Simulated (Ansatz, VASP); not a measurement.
# Cross-check of TiGe (zincblende type (invented)) between VASP and Ansatz

Wanted: the spread between two codes on one cell, functional and k mesh. The cell is generated by rule, not measured, and may not be a known phase. The cell is taken from a series of runs on this material, whose earlier steps may have relaxed, scaled, displaced or heated it; both programs get it as it stands.

Method: plane waves, with VASP 6.6.1 beside it; relaxation of cell and atoms at LDA, in Ansatz 0.2.0.

## Step 1: The starting structure

Symmetry: F-43m, No. 216, cubic system. Conventional cell: a = 5.696 Å, b = 5.696 Å, c = 5.696 Å, α = 90.00°, β = 90.00°, γ = 90.00°. Ti has 4 Ge at 2.47 Å nearest. Nearest to Ge lie 4 Ti at 2.47 Å. Farther neighbours are not listed.

## Step 2: VASP: relaxation of cell and atoms, LDA, pair 1

The relaxed volume is the usual yardstick between codes: in a stiff, nearly cubic crystal its relative difference is about their pressure difference at one cell divided by the bulk modulus.

Lines of VASP's logs that name or quote its potential files are left out, and so is its time.

INCAR reads:

```
SYSTEM = TiGe
PREC = Accurate
ENCUT = 500
EDIFF = 1E-07
NELM = 120
ISMEAR = 0
SIGMA = 0.01
LREAL = .FALSE.
ALGO = Normal
GGA = CA
NBANDS = 19
LASPH = .TRUE.
LORBIT = 11
LWAVE = .FALSE.
LCHARG = .FALSE.
ISIF = 3
IBRION = 2
NSW = 80
EDIFFG = -0.005
GGA_COMPAT = .FALSE.
NELMIN = 4
```

POSCAR reads:

```
TiGe
1.0
    0.0000000000      2.8477640000      2.8477640000
    2.8477640000      0.0000000000      2.8477640000
    2.8477640000      2.8477640000      0.0000000000
Ti Ge
1 1
Direct
    0.0000000000      0.0000000000      0.0000000000
    0.7500000000      0.7500000000      0.7500000000
```

KPOINTS reads:

```
Automatic mesh
0
Gamma
12 12 12
0 0 0
```

Potentials, in the order of the species: Ti_sv and Ge_d (LDA family, release 64).

The run is started by

```bash
> mpirun -np 1 vasp_std
```

Numbers of over 12 decimals in the logs are rounded to 6 here.

The program printed:

```text
[banner, memory and clock lines left out]
running    1 mpi-ranks, on    1 nodes
 distrk:  each k-point on    1 cores,    1 groups
 distr:  one band on    1 cores,    1 groups

 POSCAR found type information on POSCAR TiGe
 POSCAR found :  2 types and       2 ions
 LDA part: xc-table for (Slater(with rela. corr.)+CA(PZ))
 , standard interpolation
 POSCAR, INCAR and KPOINTS ok, starting setup
 FFT: planning ... GRIDC
 FFT: planning ... GRID_SOFT
 FFT: planning ... GRID
 WAVECAR not read
 entering main loop
       N       E                     dE             d eps       ncg     rms          rms(c)
DAV:   1     0.221982525420E+03    0.22198E+03   -0.13641E+04  2872   0.281E+03
DAV:   2     0.124213185491E+02   -0.20956E+03   -0.20586E+03  2745   0.570E+02
DAV:   3    -0.137403730451E+02   -0.26162E+02   -0.25693E+02  3094   0.150E+02
DAV:   4    -0.154638423969E+02   -0.17235E+01   -0.17184E+01  4176   0.355E+01
DAV:   5    -0.154956774652E+02   -0.31835E-01   -0.31831E-01  3221   0.422E+00    0.105E+01
DAV:   6    -0.133263381905E+02    0.21693E+01   -0.17108E+01  3308   0.385E+01    0.649E+00
DAV:   7    -0.128491413628E+02    0.47720E+00   -0.57927E+00  3162   0.207E+01    0.268E+00
DAV:   8    -0.128031918097E+02    0.45950E-01   -0.55341E-01  2944   0.671E+00    0.119E+00
DAV:   9    -0.127876344506E+02    0.15557E-01   -0.75317E-02  3165   0.272E+00    0.395E-01
DAV:  10    -0.127866570169E+02    0.97743E-03   -0.17861E-02  3653   0.114E+00    0.131E-01
DAV:  11    -0.127863596790E+02    0.29734E-03   -0.24293E-03  3180   0.502E-01    0.578E-02
DAV:  12    -0.127863570515E+02    0.26275E-05   -0.19179E-04  3416   0.131E-01    0.131E-02
DAV:  13    -0.127863533734E+02    0.36781E-05   -0.25375E-05  3274   0.487E-02    0.620E-03
DAV:  14    -0.127863531958E+02    0.17764E-06   -0.16827E-06  3166   0.144E-02    0.185E-03
DAV:  15    -0.127863531623E+02    0.33468E-07   -0.12436E-07  2286   0.329E-03
   1 F= -.12786353E+02 E0= -.12786353E+02  d E =-.127864E+02
 curvature:   0.00 expect dE= 0.000E+00 dE for cont linesearch  0.000E+00
 trial: gam= 0.00000 g(F)=  0.515E-47 g(S)=  0.987E-04 ort = 0.000E+00 (trialstep = 0.100E+01)
 search vector abs. value=  0.987E-04
 bond charge predicted
       N       E                     dE             d eps       ncg     rms          rms(c)
DAV:   1    -0.127892446389E+02   -0.28914E-02   -0.44064E-02  3599   0.308E+00    0.412E-01
DAV:   2    -0.127873800169E+02    0.18646E-02   -0.15544E-02  3162   0.132E+00    0.184E-01
DAV:   3    -0.127865210301E+02    0.85899E-03   -0.34956E-03  3254   0.590E-01    0.876E-02
DAV:   4    -0.127863767466E+02    0.14428E-03   -0.63814E-04  4210   0.225E-01    0.376E-02
DAV:   5    -0.127863808162E+02   -0.40696E-05   -0.39559E-05  3534   0.718E-02    0.258E-02
DAV:   6    -0.127863869450E+02   -0.61288E-05   -0.39945E-05  4082   0.342E-02    0.103E-02
DAV:   7    -0.127863870319E+02   -0.86889E-07   -0.21008E-06  3423   0.175E-02    0.121E-03
DAV:   8    -0.127863870287E+02    0.32578E-08   -0.12426E-07  2165   0.458E-03
   2 F= -.12786387E+02 E0= -.12786387E+02  d E =-.338663E-04
 trial-energy change:   -0.000034  1 .order   -0.000033   -0.000099    0.000033
 step:   0.7574(harm=  0.7477)  dis= 0.00000  next Energy=   -12.786391 (dE=-0.379E-04)
 bond charge predicted
       N       E                     dE             d eps       ncg     rms          rms(c)
DAV:   1    -0.127865600960E+02   -0.17306E-03   -0.25905E-03  3599   0.744E-01    0.997E-02
DAV:   2    -0.127864491605E+02    0.11094E-03   -0.89371E-04  3095   0.319E-01    0.442E-02
DAV:   3    -0.127864002662E+02    0.48894E-04   -0.20601E-04  3390   0.143E-01    0.213E-02
DAV:   4    -0.127863917573E+02    0.85089E-05   -0.37744E-05  4279   0.546E-02    0.933E-03
DAV:   5    -0.127863919877E+02   -0.23045E-06   -0.21624E-06  3409   0.168E-02    0.630E-03
DAV:   6    -0.127863923499E+02   -0.36222E-06   -0.23639E-06  4062   0.788E-03    0.252E-03
DAV:   7    -0.127863923537E+02   -0.37680E-08   -0.84601E-08  1963   0.343E-03
   3 F= -.12786392E+02 E0= -.12786392E+02  d E =-.391914E-04
 curvature:  -0.37 expect dE=-0.102E-06 dE for cont linesearch -0.102E-06
 trial: gam=-0.04996 g(F)=  0.474E-46 g(S)=  0.275E-06 ort = 0.521E-05 (trialstep = 0.951E+00)
 search vector abs. value=  0.864E-09
 reached required accuracy - stopping structural energy minimisation
```

OUTCAR, selected parts (step 2):

```text
ion  position               nearest neighbor table
   1  0.000  0.000  0.000-   2 2.47   2 2.47   2 2.47   2 2.47
   2  0.750  0.750  0.750-   1 2.47   1 2.47   1 2.47   1 2.47

  LATTYP: Found a face centered cubic cell.
 ALAT       =     5.6955280000

 Subroutine GETGRP returns: Found 24 space group operations
 (whereof 24 operations were pure point group operations)

The static configuration has the point symmetry T_d .

 Found     72 irreducible k-points:

   k-points           NKPTS =     72   k-points in BZ     NKDIM =     72   number of bands    NBANDS=     19

   dimension x,y,z NGX =    30 NGY =   30 NGZ =   30
   dimension x,y,z NGXF=    60 NGYF=   60 NGZF=   60

   ENCUT  =  500.0 eV  36.75 Ry    6.06 a.u.   7.34  7.34  7.34*2*pi/ulx,y,z

   NELECT =      26.0000    total number of electrons

 k-points in reciprocal lattice and weights: Automatic mesh
   0.00000000  0.00000000  0.00000000       0.001
   0.08333333  0.00000000  0.00000000       0.005
   0.16666667  0.00000000  0.00000000       0.005
   0.25000000  0.00000000  0.00000000       0.005
   0.33333333  0.00000000  0.00000000       0.005
   0.41666667  0.00000000  0.00000000       0.005
   0.50000000  0.00000000  0.00000000       0.002
   0.08333333  0.08333333  0.00000000       0.003
   0.16666667  0.08333333  0.00000000       0.014
[...]
-0.33333333  0.50000000  0.16666667       0.007
  -0.25000000  0.50000000  0.25000000       0.003

 average (electrostatic) potential at core
       1 -76.8604       2 -74.4196

 E-fermi :   4.0863

 k-point     1 :       0.0000    0.0000    0.0000
  band No.  band energies     occupation
    ...
      9     -19.1103      2.00000
     10      -4.8761      2.00000
     11       2.9562      2.00000
     12       2.9562      2.00000
     13       2.9562      2.00000
     14       5.0707      0.00000
     15       5.0707      0.00000
     16       9.2002      0.00000
     17      10.6324      0.00000
     18      10.6324      0.00000
    ...

 k-point     2 :       0.0833    0.0000    0.0000
  band No.  band energies     occupation
    ...
      9     -19.1100      2.00000
     10      -4.8024      2.00000
     11       2.8353      2.00000
     12       2.9854      2.00000
     13       2.9854      2.00000
     14       5.0525      0.00000
     15       5.0525      0.00000
     16       9.1157      0.00000
     17      10.3228      0.00000
     18      10.4484      0.00000
    ...

 k-point     3 :       0.1667    0.0000    0.0000
  band No.  band energies     occupation
    ...
      9     -19.1094      2.00000
     10      -4.5907      2.00000
     11       2.5226      2.00000
     12       3.0601      2.00000
     13       3.0601      2.00000
     14       5.0204      0.00000
     15       5.0204      0.00000
     16       8.3891      0.00000
     17      10.0282      0.00000
     18      10.0282      0.00000
    ...

  Total        0.0019477      0.0019477      0.0019477      0.0000000      0.0000000     -0.0000000
  in kB        0.0674253      0.0674253      0.0674253      0.0000000      0.0000000     -0.0000000
  external PRESSURE =       0.0674253 kB  Pullay stress =       0.0000000 kB

  energy-cutoff  :      500.00
  volume of cell :       46.28
      direct lattice vectors                 reciprocal lattice vectors
     0.000000000  2.849685649  2.849685649    -0.175457949  0.175457949  0.175457949
     2.849685649  0.000000000  2.849685649     0.175457949 -0.175457949  0.175457949
     2.849685649  2.849685649  0.000000000     0.175457949  0.175457949 -0.175457949

 POSITION                                       TOTAL-FORCE (eV/Angst)
 -----------------------------------------------------------------------------------
      0.00000      0.00000      0.00000        -0.000000      0.000000      0.000000
      4.27453      4.27453      4.27453         0.000000     -0.000000     -0.000000
 -----------------------------------------------------------------------------------
    total drift:                                0.000001      0.000001      0.000001

  FREE ENERGIE OF THE ION-ELECTRON SYSTEM (eV)
  ---------------------------------------------------
  free  energy   TOTEN  =       -12.7863923537 eV

  energy  without entropy=      -12.7863923537  energy(sigma->0) =      -12.78639235

 reached required accuracy - stopping structural energy minimisation

 total charge
# of ion       s       p       d       tot
------------------------------------------
    1        2.205   6.097   1.935  10.237
    2        1.194   1.424   9.972  12.591
--------------------------------------------------
tot          3.399   7.522  11.907  22.828

[... 3 further parts left out ...]
```

CONTCAR:

```
TiGe
   1.00000000000000
     0.0000000000000000    2.8496856491745599    2.8496856491745599
     2.8496856491745599    0.0000000000000000    2.8496856491745599
     2.8496856491745599    2.8496856491745599    0.0000000000000000
  Ti              Ge
     1     1
Direct
     0.0000000000000000    0.0000000000000000    0.0000000000000000
     0.7500000000000000    0.7500000000000000    0.7500000000000000
```

## Step 3: Ansatz: relaxation of cell and atoms, LDA, pair 1

Ansatz runs on its default PAW (the set named soft_2) files.

The same cell, functional (in two slightly different forms), mesh and smearing now go to Ansatz, which takes its cutoff from its data sets.

input.yaml reads:

```yaml
crystal:
  lattice:
    - [0.0, 2.8477636782, 2.8477636782]
    - [2.8477636782, 0.0, 2.8477636782]
    - [2.8477636782, 2.8477636782, 0.0]
  atoms:
    - { symbol: Ti, position: [0.0, 0.0, 0.0] }
    - { symbol: Ge, position: [0.75, 0.75, 0.75] }
kpoints:
  mp_grid: { grid: [12, 12, 12] }
hamiltonian:
  xc: lda
scf:
  occupations: { method: gaussian, width: 0.01 }
output:
  forces: true
  stress: true
  eigenvalues: true
relax:
  adjacent_minimum: "off"
  f_tol: 0.001
  max_steps: 60
  cell: { stress_tol: 0.01 }
```

The run is started by

```bash
> ansatz run input.yaml --threads 2 --pin off --max-ram 5120MiB --backend cpu --events-out ev --progress --plain --runs-dir out
```

The program printed:

```text
Engine: ansatz 0.2.0, aarch64-unknown-linux-gnu
Pseudopotentials: kind: paw
Pseudopotential: Ti, paw, valence charge 12, recommended cutoff 420 eV (normal), Ti.paw.azcp
Pseudopotential: Ge, paw, valence charge 14, recommended cutoff 420 eV (normal), Ge.paw.azcp
Functional definition: SPW92
  exchange = slater_x
  correlation = pw_c
Crystal: 2 atoms, lattice volume = 46.189 Å³
Basis set: ecut = 420 eV, 893 PW (Γ)
Bands: 17, of which v1, the nominal top of the filled ones, is band 13 counted from 1 (12 counted from 0)
Symmetry: 24 space group operations
Space group: F-43m (ITA 216), of the structure as read, at distance tolerance 3.6e-5 Å
k-points: 72 of 1728 (time reversal used)
Non-local potential: Ti, projectors of the file, l = 0: 3, l = 1: 2, l = 2: 3, l = 3: 1
Non-local potential: Ge, projectors of the file, l = 0: 2, l = 1: 2, l = 2: 3, l = 3: 1
PAW form: soft (Blöchl's): semilocal exchange-correlation on the pseudo side does not see the compensation charge
PAW frozen core: Ti, regenerated for the run's functional, and the local potential with it (the file was generated under x = pbe(κ = 0.804, μ = 0.219515), c = pbe(β = 0.066725))
PAW frozen core: Ge, regenerated for the run's functional, and the local potential with it (the file was generated under x = pbe(κ = 0.804, μ = 0.219515), c = pbe(β = 0.066725))
PAW one-centre angular grid: Ti, 590 points (default); XC on 64 Gauss nodes
PAW one-centre angular grid: Ge, 590 points (default); XC on 64 Gauss nodes
Initial density: superposition of atomic densities (neutral atoms: chi_scale 0, normalization atom), corrected by the library's trained network
Initial wavefunctions: pseudopotential atomic-orbital guess
Functional: x = slater, c = lda
SCF iter   1: F=—  HF=-6665.079497 eV  |F-HF|=—  |Δ(HF+E_count)|=         —  Δρ=9.50e-3  dr2=4.61e-2  ethr=1.77e-3  ⟨swp⟩=5.5  Hψ=5402  notcnv=0
preconditioner: auto → none  [insulator: Δε(μ)=0.171 eV  Ē_g=4.787 eV  σ=0.010 eV  W_gap=1.00  n_scr=14 (ndim 8)  ℏωp=15.5 eV  f_vac=0.000  D(μ)=0.00/eV (n_scr^D=0)  ε∞_Penn≈11.4]
SCF iter   2: F=—  HF=-6665.070138 eV  |F-HF|=—  |Δ(HF+E_count)|=   9.36e-3  Δρ=3.00e-3  dr2=3.10e-3  ethr=1.77e-4  ⟨swp⟩=2.0  Hψ=2088  notcnv=0
SCF iter   3: F=—  HF=-6665.069617 eV  |F-HF|=—  |Δ(HF+E_count)|=   5.20e-4  Δρ=5.07e-4  dr2=4.97e-5  ethr=1.19e-5  ⟨swp⟩=2.0  Hψ=1796  notcnv=0
SCF iter   4: F=—  HF=-6665.069620 eV  |F-HF|=—  |Δ(HF+E_count)|=   2.46e-6  Δρ=5.41e-5  dr2=2.12e-6  ethr=1.91e-7  ⟨swp⟩=2.0  Hψ=1511  notcnv=0
iter 5 did not close the SCF: its close was put off for the readings that it lacked (scf_convergence_deferred on its scf_iter line)
SCF iter   5: F=-6665.069619 eV  HF=-6665.069619 eV  |F-HF|=7.72e-8  |Δ(HF+E_count)|=   8.92e-7  Δρ=1.49e-5  dr2=7.26e-8  ethr=8.14e-9  ⟨swp⟩=2.0  Hψ=1872  notcnv=0
SCF iter   6: F=-6665.069619 eV  HF=-6665.069619 eV  |F-HF|=2.51e-10  |Δ(HF+E_count)|=   3.03e-8  Δρ=2.71e-6  dr2=1.69e-9  ethr=2.79e-10  ⟨swp⟩=2.0  Hψ=4292  notcnv=0
SCF 1 converged in 6 iterations: F = -6665.069619 eV  dr2 = 1.69e-9
  greatest PAW one-centre occupation: 0.999 electrons in one spin orbital (limit 2), on the Ti atom at site 0 (counted from 0), in its partial waves of l = 0
relax step   1: F+E_penalty+E_count = -6665.06961886 eV  Δ(F+E_penalty+E_count) = +0.000e0 eV  max|allowed force component| = 1.503e-16 eV/Å  Δτ_max = 0.0000 Å  P = +0.009 GPa  Ω = 46.189 Å³  (6 SCF iters, dr2 threshold 1.00e-7 eV, accepted)
Initial density: handed on by an earlier stage of this run
Initial wavefunctions: pseudopotential atomic-orbital guess (no wavefunctions were taken with the density)
iter 1 solved again at ethr=4.13e-8 eV; its pass at ethr=3.10e-3 eV (dr2=1.07e-5 eV) is discarded
SCF iter   1: F=—  HF=-6665.069619 eV  |F-HF|=—  |Δ(HF+E_count)|=         —  Δρ=2.72e-6  dr2=1.65e-9  ethr=4.13e-8  ⟨swp⟩=3.0  Hψ=8690  notcnv=0
preconditioner: auto → none  [insulator: Δε(μ)=0.099 eV  Ē_g=15.986 eV  σ=0.010 eV  W_gap=1.00  n_scr=14 (ndim 8)  ℏωp=23.2 eV  f_vac=0.000  D(μ)=0.00/eV (n_scr^D=0)  ε∞_Penn≈3.1]
SCF iter   2: F=—  HF=-6665.069619 eV  |F-HF|=—  |Δ(HF+E_count)|=   2.57e-7  Δρ=1.29e-6  dr2=3.07e-10  ethr=6.34e-12  ⟨swp⟩=2.0  Hψ=2160  notcnv=0
[...]
SCF iter   4: F=—  HF=-6665.069619 eV  |F-HF|=—  |Δ(HF+E_count)|=  1.91e-11  Δρ=7.16e-8  dr2=2.77e-12  ethr=8.76e-14 (applied; sched 1.00e-12)  ⟨swp⟩=2.0  Hψ=1872  notcnv=0
iter 5 did not close the SCF: its close was put off for the readings that it lacked (scf_convergence_deferred on its scf_iter line)
SCF iter   5: F=-6665.069619 eV  HF=-6665.069619 eV  |F-HF|=1.82e-12  |Δ(HF+E_count)|=  9.09e-13  Δρ=1.74e-8  dr2=2.14e-13  ethr=1.06e-14 (applied; sched 1.00e-12)  ⟨swp⟩=2.0  Hψ=1510  notcnv=0
iter 6 did not close the SCF: its close was put off for the readings that it lacked (scf_convergence_deferred on its scf_iter line)
SCF iter   6: F=-6665.069619 eV  HF=-6665.069619 eV  |F-HF|=1.82e-12  |Δ(HF+E_count)|=  1.82e-12  Δρ=4.70e-9  dr2=1.20e-14  ethr=3.08e-15 (applied; sched 1.00e-12)  ⟨swp⟩=1.0  Hψ=1224  notcnv=0
iter 7 did not close the SCF: its close was put off for the readings that it lacked (scf_convergence_deferred on its scf_iter line)
SCF iter   7: F=-6665.069619 eV  HF=-6665.069619 eV  |F-HF|=0.00e0  |Δ(HF+E_count)|=  1.82e-12  Δρ=5.68e-10  dr2=1.75e-16  ethr=3.08e-15 (applied; sched 1.00e-12)  ⟨swp⟩=1.0  Hψ=1224  notcnv=0
iter 8 did not close the SCF: its close was put off for the readings that it lacked (scf_convergence_deferred on its scf_iter line)
SCF iter   8: F=-6665.069619 eV  HF=-6665.069619 eV  |F-HF|=9.09e-13  |Δ(HF+E_count)|=  9.09e-13  Δρ=1.36e-10  dr2=1.27e-17  ethr=3.08e-15 (applied; sched 1.00e-12)  ⟨swp⟩=1.0  Hψ=1224  notcnv=0
SCF iter   9: F=-6665.069619 eV  HF=-6665.069619 eV  |F-HF|=0.00e0  |Δ(HF+E_count)|=  9.09e-13  Δρ=2.42e-11  dr2=4.04e-19  ethr=1.00e-12  ⟨swp⟩=1.0  Hψ=2736  notcnv=0
SCF 2 converged in 9 iterations: F = -6665.069619 eV  dr2 = 4.04e-19
relax step   2: F+E_penalty+E_count = -6665.06961886 eV  Δ(F+E_penalty+E_count) = -3.238e-10 eV  max|allowed force component| = 1.885e-16 eV/Å  Δτ_max = 0.0000 Å  P = +0.009 GPa  Ω = 46.189 Å³  stress off target by 9.26e-3 GPa  SCF on the basis re-selected at this cell (its energy is not comparable with the rows above)  (9 SCF iters)
basis re-selected at this cell: Δ(F+E_penalty+E_count) = -3.238e-10 eV, ΔP = -0.000 GPa vs the last step (what re-selecting the basis moved, of the pressure what is left beyond the Pulay correction that the steps carried, after the strain that the cell walked since its last selection, with what the two solves' SCF thresholds leave and, on support functions, any second-order correction that the steps lacked; it is no  [...]
SCF converged after 9 iterations
Free energy (F): -6665.069619 eV
Harris-Foulkes:  -6665.069619 eV  (|F-HF|=0.00e0)
Internal energy: -6665.069619 eV  (E = F + TS)
E sigma→0 (E₀):  -6665.069619 eV
Fermi energy:    7.697415 eV
--- Per-component energies (eV) ---
  E_band       = -365.739703
  E_kinetic    = 384.217860
  E_local      = -3616.211412  (includes V_loc(G=0)·N_el)
  E_nonlocal   = 433.959081
  E_hartree    = 1552.570608
  E_xc         = -171.396025
  E_vxc        = -186.039904  (∫ρ·V_xc dr)
  E_paw        = -2939.251594  (= ΣΔE_a)
  E_vpaw       = -486.806922  (= ΣTr[D̂ρ^β])
  E_aug_tail   = 0.000378  (compensation charges beyond the density's cutoff)
  E_ewald      = -2311.192791
  E_core_change = 2.234277  (= ΣΔE_core)
  E_smearing   = -0.000000  (= −TS)
  E_closure    = -0.000000  (closes the sum)
  Σ components = -6665.069619   (vs F -6665.069619, Δ=0.00e0)
--- Forces (eV/Å), atoms counted from 1 ---
  atom   1  Ti    -0.00000000     0.00000000     0.00000000
  atom   2  Ge    -0.00000000     0.00000000     0.00000000
  max |Σ_I F_I| component: 4.37e-16 eV/Å
--- Stress (GPa, compression-positive) ---
        0.009257       0.000000      -0.000000
        0.000000       0.009257       0.000000
       -0.000000       0.000000       0.009257
  P = ⅓ Tr σ = 0.0093 GPa (0.093 kbar)
--- Band table (eV; the first three rows and the last of 72) ---
  k-point 0: bands = [... 9 lower, -1.2938, 6.5616, 6.5616, 6.5616, 8.6836, 8.6836, 12.7975, 14.2585]
  k-point 1: bands = [... 9 lower, -1.2199, 6.4400, 6.5908, 6.5908, 8.6653, 8.6653, 12.7200, 13.9386]
  k-point 2: bands = [... 9 lower, -1.0079, 6.1258, 6.6658, 6.6658, 8.6331, 8.6331, 12.0043, 13.6512]
  k-point 71: bands = [... 9 lower, 0.5962, 5.6014, 6.2382, 7.4233, 7.8347, 8.7711, 9.2115, 9.7887]
--- Relaxed structure (1 steps of the walk, 1 accepted, 1 SCFs on fresh bases) ---
  F+E_penalty+E_count = -6665.06961886 eV   max|allowed force component| = 1.885e-16 eV/Å   (the final SCF, on the basis selected at the relaxed cell)
  cell:  # Å, volume = 46.1893 Å³
    - [0.0, 2.8477636782, 2.8477636782]
    - [2.8477636782, 0.0, 2.8477636782]
    - [2.8477636782, 2.8477636782, 0.0]
  atoms:
    - { symbol: Ti, position: [0.0, 0.0, 0.0] }
    - { symbol: Ge, position: [0.75, 0.75, 0.75] }
```

In the SCF lines HF is the Harris–Foulkes energy and dr2 the Hartree energy of the density residual, in eV; the loop may stop once dr2 is under the threshold and the program's other checks hold. Hψ counts applications of the Hamiltonian.

## Step 4: Side by side

Known differences besides the potentials themselves: the two LDA forms differ slightly; the cutoff is 420 eV in Ansatz and 500 eV in VASP; VASP's log shows a relativistic correction to its local exchange, Ansatz's none; Ansatz adds a Pulay correction to the stress that steers its cell, VASP none. Total energies have different zeros and are not compared.

The two programs side by side:

| quantity | Ansatz | VASP | difference |
| --- | --- | --- | --- |
| volume (Å³) | 46.19 | 46.28 | -0.20 % |
| edge a after relaxation, in the typed setting (Å) | 4.027 | 4.030 | -0.07 % |

(Continued in part 2 of 2.)

[Lines on the potential files, build, host, timing and source positions are cut from VASP's logs without a mark.]

[Logs are printed without paths, hosts, clocks, repeated set-up lines and the standing remarks that a program may print on its own settings, such as how far it seeks lower states.]

[Hosts, paths, dates, database ids (printed as entryN), source tags and the programs' standing remarks are cut or masked in the printed files.]
